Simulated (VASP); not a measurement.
# FeB2 (P6/mmm) in VASP: single point with LDA

Aim: the single point of FeB2 with LDA.

Everything below comes from runs of VASP 6.6.1. Logs are shortened: lines on timing, memory, paths and dates and some standing lists are left out, and cuts for length are marked.

### 1 The crystal as given

It takes space group P6/mmm (No. 191, hexagonal). The conventional cell has a = 3.035 Å, b = 3.035 Å, c = 3.025 Å, α = 90.00°, β = 90.00°, γ = 120.00°. B (site symmetry -6m2) is surrounded by 3 B at 1.75 Å. Fe (site symmetry 6/mmm) has 12 B at 2.31 Å as nearest neighbours.

### 2 Single point, LDA, non-collinear spin, typed start, spin-orbit coupling

Contents of INCAR:

```
SYSTEM = FeB2
PREC = Accurate ; ENCUT = 520
EDIFF = 1E-6 ; ISMEAR = 0
SIGMA = 0.0376 ; LREAL = .FALSE.
LASPH = .TRUE. ; NELM = 150
ALGO = Normal ; ISIF = 2
LWAVE = .FALSE. ; LCHARG = .FALSE.
MAGMOM = 0 0 0 0 0 0 0 0 4 ; LORBIT = 11
LSORBIT = .TRUE. ; GGA_COMPAT = .FALSE.
LORBMOM = .TRUE. ; LMAXMIX = 4
NBANDS = 27
```

Contents of KPOINTS:

```
Automatic mesh
0
Gamma
  7 7 6
  0 0 0.5
```

Contents of POSCAR:

```
FeB2
1.0
    3.0348054000      0.0000000000      0.0000000000
   -1.5174027000      2.6282212100      0.0000000000
    0.0000000000      0.0000000000      3.0248388800
B Fe
2 1
Direct
    0.3333000000      0.6667000000      0.5000000000
    0.6666000000      0.3333000000      0.5000000000
    0.0000000000      0.0000000000      0.0000000000
```

Potentials or basis: VASP PAW LDA potentials, release 64 (B, Fe).

On the command line:

```sh
> cat potpaw_LDA.64/B/POTCAR potpaw_LDA.64/Fe/POTCAR > POTCAR
> mpirun -np 1 vasp_ncl > vasp.out
```

OUTCAR:

```text
SYSTEM = FeB2
   PREC = Accurate
   ENCUT = 520
   EDIFF = 1E-6
   ISMEAR = 0
   LREAL = .FALSE.
   LASPH = .TRUE.
   NELM = 150
   ISIF = 2
   LORBIT = 11
   LSORBIT = .TRUE.

 ion  position               nearest neighbor table
   1  0.333  0.667  0.500-   2 1.75   2 1.75   2 1.75   3 2.31   3 2.31   3 2.31   3 2.31   3 2.31
                             3 2.31
   2  0.667  0.333  0.500-   1 1.75   1 1.75   1 1.75   3 2.31   3 2.31   3 2.31   3 2.31   3 2.31
                             3 2.31
   3  0.000  0.000  0.000-   2 2.31   2 2.31   1 2.31   1 2.31   2 2.31   2 2.31   1 2.31   1 2.31
                             2 2.31   2 2.31   1 2.31   1 2.31

  LATTYP: Found a hexagonal cell.
 ALAT       =     3.0348054000
 C/A-ratio  =     0.9967159278

  Lattice vectors:

 A1 = (   3.0348054000,   0.0000000000,   0.0000000000)
 A2 = (  -1.5174027000,   2.6282212100,   0.0000000000)
 A3 = (   0.0000000000,   0.0000000000,   3.0248388800)

Analysis of symmetry for initial positions (statically):
=====================================================================
 Subroutine PRICEL returns:
 Original cell was already a primitive cell.

 Routine SETGRP: Setting up the symmetry group for a
 hexagonal supercell.

 Subroutine GETGRP returns: Found  4 space group operations
 (whereof  4 operations were pure point group operations)
 out of a pool of 24 trial point group operations.

The static configuration has the point symmetry C_2v.

Analysis of symmetry for dynamics (positions and initial velocities):
=====================================================================
 Subroutine PRICEL returns:
 Original cell was already a primitive cell.

 Routine SETGRP: Setting up the symmetry group for a
 hexagonal supercell.

 Subroutine GETGRP returns: Found  4 space group operations
 (whereof  4 operations were pure point group operations)
 out of a pool of 24 trial point group operations.

The dynamic configuration has the point symmetry C_2v.

Analysis of structural, dynamic, and magnetic symmetry:
=====================================================================
 Subroutine PRICEL returns:
 Original cell was already a primitive cell.

 Routine SETGRP: Setting up the symmetry group for a
 hexagonal supercell.

 Subroutine GETGRP returns: Found  2 space group operations
 (whereof  2 operations were pure point group operations)
 out of a pool of 24 trial point group operations.

The overall configuration has the point symmetry C_1h.

 Subroutine INISYM returns: Found  2 space group operations
 (whereof  2 operations are pure point group operations),
 and found     1 'primitive' translations

----------------------------------------------------------------------------------------

                                     Primitive cell

  volume of cell :      24.1265

  direct lattice vectors                    reciprocal lattice vectors
     3.034805400  0.000000000  0.000000000     0.329510419  0.190242738  0.000000000
    -1.517402700  2.628221210  0.000000000     0.000000000  0.380485477  0.000000000
     0.000000000  0.000000000  3.024838880     0.000000000  0.000000000  0.330596121

  length of vectors
     3.034805400  3.034807685  3.024838880     0.380485763  0.380485477  0.330596121

  position of ions in fractional coordinates (direct lattice)
     0.333300000  0.666700000  0.500000000
     0.666600000  0.333300000  0.500000000
     0.000000000  0.000000000  0.000000000

  ion indices of the primitive-cell ions
   primitive index   ion index
                 1           1
                 2           2
                 3           3

----------------------------------------------------------------------------------------

 KPOINTS: Automatic mesh

Automatic generation of k-mesh.
 Grid dimensions read from file:
 generate k-points for:    7    7    6
[... 102 lines left out ...]

 number of electron      14.0000003 magnetization      -0.0000000     -0.0000000      1.2231917

 number of electron      14.0000003 magnetization       0.0000000      0.0000000      1.2231917

 Free energy of the ion-electron system (eV)
  ---------------------------------------------------
  ext. energy  EPLUGINS =         0.00000000
  ---------------------------------------------------
  free energy    TOTEN  =       -24.24172084 eV

  energy without entropy =      -24.23794416  energy(sigma->0) =      -24.23983250

 E-fermi :   7.4884     XC(G=0): -12.9559

 val. band max:        7.4678409645   @ k =   0.4286  -0.4286  -0.0833
 cond. band min:       7.4918548603   @ k =   0.1429   0.1429   0.4167
 fundamental gap:      0.0240138959
 Fermi energy:         7.4883723841

 k-point     1 :       0.0000    0.0000    0.0833
  band No.  band energies     occupation
      1      -6.7451      1.00000
      2      -6.6647      1.00000
      3       3.4440      1.00000
      4       3.6247      1.00000
      5       3.6810      1.00000
      6       3.9706      1.00000
[... 685 lines left out ...]
     25      15.6479      0.00000
     26      15.9656      0.00000

 [... further k-points ...]

 [bands above 26 left out]

------------------------ aborting loop because EDIFF is reached ----------------------------------------

  FORCE on cell =-STRESS in cart. coord.  units (eV):
  Direction    XX          YY          ZZ          XY          YZ          ZX
  --------------------------------------------------------------------------------------
  -------------------------------------------------------------------------------------
  Total       -4.3807455     -4.3790184     -4.7639010      0.0001448      0.0000000      0.0000000
  in kB     -290.9133123   -290.7986227   -316.3576173      0.0096169      0.0000000      0.0000000
  external PRESSURE =    -299.3565174 kB  Pullay stress =       0.0000000 kB

 VOLUME and BASIS-vectors are now :
 -----------------------------------------------------------------------------
  energy-cutoff  :      520.00
  volume of cell :       24.13
      direct lattice vectors                 reciprocal lattice vectors
     3.034805400  0.000000000  0.000000000     0.329510419  0.190242738  0.000000000
    -1.517402700  2.628221210  0.000000000     0.000000000  0.380485477  0.000000000
     0.000000000  0.000000000  3.024838880     0.000000000  0.000000000  0.330596121

 POSITION                                       TOTAL-FORCE (eV/Angst)
 -----------------------------------------------------------------------------------
     -0.00015      1.75224      1.51242         0.000130     -0.001790      0.000000
      1.51725      0.87599      1.51242         0.000157      0.001789      0.000000
      0.00000      0.00000      0.00000        -0.000287      0.000000      0.000000
 -----------------------------------------------------------------------------------
    total drift:                               -0.000000     -0.000000     -0.000000

  FREE ENERGIE OF THE ION-ELECTRON SYSTEM (eV)
  ---------------------------------------------------
  free  energy   TOTEN  =       -24.2417208398 eV

  energy  without entropy=      -24.2379441554  energy(sigma->0) =      -24.23983250

 orbital moment (x)

 # of ion     p       d       tot
 ----------------------------------------
  1         0.000   0.000   0.000
  2         0.000   0.000   0.000
  3         0.000   0.000   0.000
 ----------------------------------------
            0.000   0.000   0.000

 orbital moment (y)

 # of ion     p       d       tot
 ----------------------------------------
  1         0.000   0.000   0.000
  2         0.000   0.000   0.000
  3         0.000   0.000   0.000
 ----------------------------------------
            0.000   0.000   0.000

 orbital moment (z)

 # of ion     p       d       tot
 ----------------------------------------
  1         0.002   0.000   0.002
  2         0.002   0.000   0.002
  3         0.000   0.064   0.064
 ----------------------------------------
            0.005   0.064   0.069

 Spin-Orbit-Coupling matrix elements

 Ion:    1  E_soc:      0.0000024
 l=   1
     0.0000000     0.0000007    -0.0000001
     0.0000007     0.0000000     0.0000007
    -0.0000001     0.0000007     0.0000000
 l=   2
     0.0000000     0.0000000     0.0000000     0.0000000     0.0000000
     0.0000000     0.0000000     0.0000000     0.0000000     0.0000000
     0.0000000     0.0000000     0.0000000     0.0000000     0.0000000
     0.0000000     0.0000000     0.0000000     0.0000000     0.0000000
     0.0000000     0.0000000     0.0000000     0.0000000     0.0000000
 l=   3
     0.0000000     0.0000000     0.0000000     0.0000000     0.0000000     0.0000000     0.0000000
     0.0000000     0.0000000     0.0000000     0.0000000     0.0000000     0.0000000     0.0000000
     0.0000000     0.0000000     0.0000000     0.0000000     0.0000000     0.0000000     0.0000000
     0.0000000     0.0000000     0.0000000     0.0000000     0.0000000     0.0000000     0.0000000
[... 29 lines left out ...]
 l=   2
     0.0000000    -0.0003666     0.0000000    -0.0003664    -0.0021309
    -0.0003666     0.0000000    -0.0021416    -0.0003324    -0.0003664
     0.0000000    -0.0021416     0.0000000    -0.0021391     0.0000000
    -0.0003664    -0.0003324    -0.0021391     0.0000000    -0.0003667
    -0.0021309    -0.0003664     0.0000000    -0.0003667     0.0000000
 l=   3
     0.0000000     0.0000000     0.0000000     0.0000000     0.0000000     0.0000000     0.0000000
     0.0000000     0.0000000     0.0000000     0.0000000     0.0000000     0.0000000     0.0000000
     0.0000000     0.0000000     0.0000000     0.0000000     0.0000000     0.0000000     0.0000000
     0.0000000     0.0000000     0.0000000     0.0000000     0.0000000     0.0000000     0.0000000
     0.0000000     0.0000000     0.0000000     0.0000000     0.0000000     0.0000000     0.0000000
     0.0000000     0.0000000     0.0000000     0.0000000     0.0000000     0.0000000     0.0000000
     0.0000000     0.0000000     0.0000000     0.0000000     0.0000000     0.0000000     0.0000000

 total charge

# of ion       s       p       d       tot
------------------------------------------
    1        0.660   1.257   0.000   1.917
    2        0.660   1.257   0.000   1.917
    3        0.342   0.516   6.455   7.313
--------------------------------------------------
tot          1.662   3.030   6.455  11.147

 magnetization (x)

# of ion       s       p       d       tot
------------------------------------------
    1        0.000   0.000   0.000   0.000
    2        0.000   0.000   0.000   0.000
    3        0.000   0.000   0.000   0.000
--------------------------------------------------
tot          0.000   0.000   0.000   0.000

 magnetization (y)

# of ion       s       p       d       tot
------------------------------------------
    1        0.000   0.000   0.000   0.000
    2        0.000   0.000   0.000   0.000
    3        0.000   0.000   0.000   0.000
--------------------------------------------------
tot          0.000   0.000   0.000   0.000

 magnetization (z)

# of ion       s       p       d       tot
------------------------------------------
    1        0.004   0.008   0.000   0.011
    2        0.004   0.008   0.000   0.011
    3        0.005   0.009   1.177   1.191
--------------------------------------------------
tot          0.012   0.025   1.177   1.214
```

Run time: 3.6 min. Hardware: 1 thread of Intel Xeon Platinum 8488C (Sapphire Rapids), shared host; peak memory 0.27 GiB.

Results:

```yaml
Free_energy: -24.2417 eV
Pressure: -29.9 GPa
Net_moment: 1.22 μB per cell
Valence_electrons_inside_the_program's_atomic_spheres: B 1.92; Fe 7.31
```

Stress tensor (GPa, compression positive):
```
-29.09   0.00   0.00
  0.00 -29.08   0.00
  0.00   0.00 -31.64
```

Moments on the atoms (μB; x, y, z):
```
B   0.00 0.00 0.01
B   0.00 0.00 0.01
Fe  0.00 0.00 1.19
```

Caveat: a pressure of tens of GPa on the cell as given is suspect, and the run, the potentials or the cell itself is likely at fault; the moment fell far below its start of 4 μB, so a state of higher moment may lie lower in energy; a cell with one magnetic atom can't hold antiferromagnetic order, which such compounds often take.
